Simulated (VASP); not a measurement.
Computed with PBEsol GGA, VASP's PBE PAW potentials (set 64) (plane waves; VASP).

A VASP calculation is set up with these files.

**POSCAR**
```
Eu(AlZn)2
1
   -2.0145252345     2.0145252345     5.4677130116
    2.0145252345    -2.0145252345     5.4677130116
    2.0145252345     2.0145252345    -5.4677130116
Eu Al Zn
1 2 2
Direct
  0.0000000000   0.0000000000   0.0000000000
  0.7500000000   0.2500000000   0.5000000000
  0.2500000000   0.7500000000   0.5000000000
  0.6093724234   0.6093724234   0.0000000000
  0.3906275766   0.3906275766   1.0000000000
```

**KPOINTS**
```
Automatic mesh
0
Gamma
 10 10 10
0 0 0
```

### INCAR
```
SYSTEM = Eu(AlZn)2
PREC = Accurate
ENCUT = 480
EDIFF = 1E-7
NELM = 100
ALGO = Normal
LREAL = .FALSE.
LASPH = .TRUE.
ISMEAR = 1
SIGMA = 0.1
GGA = PS
LMAXMIX = 6
LWAVE = .FALSE.
LCHARG = .FALSE.
ISIF = 2
```

POTCAR, in this order: Eu_2 Al Zn (PBE.64 set). Program: vasp_std.

What VASP printed:

OUTCAR:
```
 ion  position               nearest neighbor table
   1  0.000  0.000  0.000-   4 3.09   4 3.09   4 3.09   5 3.09   4 3.09   5 3.09   5 3.09   5 3.09
                             2 3.40   2 3.40   3 3.40   3 3.40   2 3.40   3 3.40   2 3.40   3 3.40
   2  0.750  0.250  0.500-   5 2.53   4 2.53   5 2.53   4 2.53   3 2.85   3 2.85   3 2.85   3 2.85
                             1 3.40   1 3.40   1 3.40   1 3.40
   3  0.250  0.750  0.500-   5 2.53   4 2.53   5 2.53   4 2.53   2 2.85   2 2.85   2 2.85   2 2.85
                             1 3.40   1 3.40   1 3.40   1 3.40
   4  0.609  0.609  0.000-   5 2.39   2 2.53   3 2.53   2 2.53   3 2.53   1 3.09   1 3.09   1 3.09
                             1 3.09
   5  0.391  0.391  0.000-   4 2.39   3 2.53   2 2.53   3 2.53   2 2.53   1 3.09   1 3.09   1 3.09
                             1 3.09
  LATTYP: Found a body centered tetragonal cell.
 ALAT       =     4.0290504690
 C/A-ratio  =     2.7141447116
 Subroutine PRICEL returns:
 Original cell was already a primitive cell.
 Subroutine GETGRP returns: Found 16 space group operations
The static configuration has the point symmetry D_4h.
The dynamic configuration has the point symmetry D_4h.
 Subroutine INISYM returns: Found 16 space group operations
 Subroutine IBZKPT returns following result:
 Found    102 irreducible k-points:

 Following reciprocal coordinates:
            Coordinates               Weight
  0.000000  0.000000  0.000000      1.000000
  0.100000  0.000000  0.000000      8.000000
  0.200000  0.000000  0.000000      8.000000
  0.300000  0.000000  0.000000      8.000000
  0.400000 -0.000000  0.000000      8.000000
  0.500000  0.000000  0.000000      4.000000
  0.100000  0.100000  0.000000      8.000000
  0.200000  0.100000  0.000000     16.000000
  0.300000  0.100000  0.000000     16.000000
  0.400000  0.100000  0.000000     16.000000
  0.500000  0.100000  0.000000     16.000000
 -0.400000  0.100000 -0.000000     16.000000
 -0.300000  0.100000  0.000000     16.000000
 -0.200000  0.100000  0.000000     16.000000
 -0.100000  0.100000  0.000000      4.000000
  0.200000  0.200000  0.000000      8.000000
  0.300000  0.200000  0.000000     16.000000
  0.400000  0.200000  0.000000     16.000000
  0.500000  0.200000  0.000000     16.000000
 -0.400000  0.200000 -0.000000     16.000000
 -0.300000  0.200000  0.000000     16.000000
 -0.200000  0.200000  0.000000      4.000000
  0.300000  0.300000  0.000000      8.000000
  0.400000  0.300000  0.000000     16.000000
  0.500000  0.300000  0.000000     16.000000
 -0.400000  0.300000 -0.000000     16.000000
 -0.300000  0.300000  0.000000      4.000000
  0.400000  0.400000  0.000000      8.000000
  0.500000  0.400000  0.000000     16.000000
 -0.400000  0.400000  0.000000      4.000000
  0.500000  0.500000  0.000000      2.000000
  0.100000  0.100000  0.100000      8.000000
  0.200000  0.100000  0.100000     16.000000
  0.300000  0.100000  0.100000     16.000000
  0.400000  0.100000  0.100000      8.000000
 -0.100000  0.100000  0.100000      4.000000
  0.200000  0.200000  0.100000      8.000000
  0.300000  0.200000  0.100000     16.000000
  0.400000  0.200000  0.100000     16.000000
  0.500000  0.200000  0.100000     16.000000
   k-points           NKPTS =    102   k-points in BZ     NKDIM =    102   number of bands    NBANDS=     23
   number of dos      NEDOS =    301   number of ions     NIONS =      5
   total plane-waves  NPLWV = 110592
   dimension x,y,z NGX =    48 NGY =   48 NGZ =   48
   dimension x,y,z NGXF=    96 NGYF=   96 NGZF=   96
   ions per type =               1   2   2
   PREC   = accura    normal or accurate (medium, high low for compatibility)
   ISTART =      0    job   : 0-new  1-cont  2-samecut
   ICHARG =      2    charge: 1-file 2-atom 10-const
   ISPIN  =      1    spin polarized calculation?
...
```

### OSZICAR
```
       N       E                     dE             d eps       ncg     rms          rms(c)
DAV:   1     0.209623555680E+03    0.20962E+03   -0.16282E+04  4836   0.174E+03
DAV:   2    -0.504753400884E+01   -0.21467E+03   -0.21222E+03  6568   0.441E+02
DAV:   3    -0.160559328471E+02   -0.11008E+02   -0.10820E+02  6559   0.956E+01
DAV:   4    -0.162892404827E+02   -0.23331E+00   -0.23234E+00  6001   0.124E+01
DAV:   5    -0.162970426869E+02   -0.78022E-02   -0.77997E-02  7161   0.242E+00    0.194E+01
DAV:   6    -0.155047044290E+02    0.79234E+00   -0.76693E+00  6085   0.553E+01    0.111E+01
DAV:   7    -0.154443683539E+02    0.60336E-01   -0.12486E+00  6017   0.194E+01    0.480E+00
DAV:   8    -0.154260913262E+02    0.18277E-01   -0.89450E-02  6348   0.432E+00    0.401E-01
DAV:   9    -0.154259970700E+02    0.94256E-04   -0.17243E-02  7497   0.133E+00    0.258E-01
DAV:  10    -0.154259646575E+02    0.32412E-04   -0.13338E-03  6196   0.289E-01    0.122E-01
DAV:  11    -0.154259630630E+02    0.15946E-05   -0.10183E-04  7973   0.112E-01    0.119E-01
DAV:  12    -0.154259586259E+02    0.44371E-05   -0.10501E-05  5866   0.234E-02    0.408E-02
DAV:  13    -0.154259575602E+02    0.10656E-05   -0.95503E-06  6784   0.194E-02    0.747E-03
DAV:  14    -0.154259576255E+02   -0.65280E-07   -0.66339E-07  5307   0.748E-03
   1 F= -.15425958E+02 E0= -.15426237E+02  d E =0.838261E-03
```

**OUTCAR**
```
------------------------ aborting loop because EDIFF is reached ----------------------------------------
  FORCE on cell =-STRESS in cart. coord.  units (eV):
  Direction    XX          YY          ZZ          XY          YZ          ZX
  --------------------------------------------------------------------------------------
  Total        2.6845780      2.6845780      3.0945673      0.0000000      0.0000000      0.0000000
  in kB       48.4591150     48.4591150     55.8598020      0.0000000      0.0000000      0.0000000
  external PRESSURE =      50.9260107 kB  Pullay stress =       0.0000000 kB
  volume of cell :       88.76
      direct lattice vectors                 reciprocal lattice vectors
    -2.014525235  2.014525235  5.467713012     0.000000000  0.248197437  0.091445911
     2.014525235 -2.014525235  5.467713012     0.248197437  0.000000000  0.091445911
     2.014525235  2.014525235 -5.467713012     0.248197437  0.248197437  0.000000000
 POSITION                                       TOTAL-FORCE (eV/Angst)
 -----------------------------------------------------------------------------------
      0.00000      0.00000      0.00000        -0.000000     -0.000000      0.000000
      0.00000      2.01453      2.73386        -0.000000     -0.000000     -0.000000
      2.01453      0.00000      2.73386        -0.000000     -0.000000     -0.000000
      0.00000      0.00000      6.66375         0.000000      0.000000     -0.072039
      0.00000      0.00000      4.27168        -0.000000     -0.000000      0.072039
 -----------------------------------------------------------------------------------
    total drift:                               -0.000000      0.000000      0.000000
  FREE ENERGIE OF THE ION-ELECTRON SYSTEM (eV)
  ---------------------------------------------------
  free  energy   TOTEN  =       -15.4259576255 eV

  energy  without entropy=      -15.4267958863  energy(sigma->0) =      -15.42623705
```
(Selected blocks of OUTCAR.)

The 4f electrons are frozen in the core of the lanthanide potential, so 4f levels, which can set the real gap, and their magnetism are missing.

The structure comes from a computed database's Al2EuZn2 entry (I4/mmm); how it stands against other phases isn't given here. This cell was strained or had an atom moved on purpose.
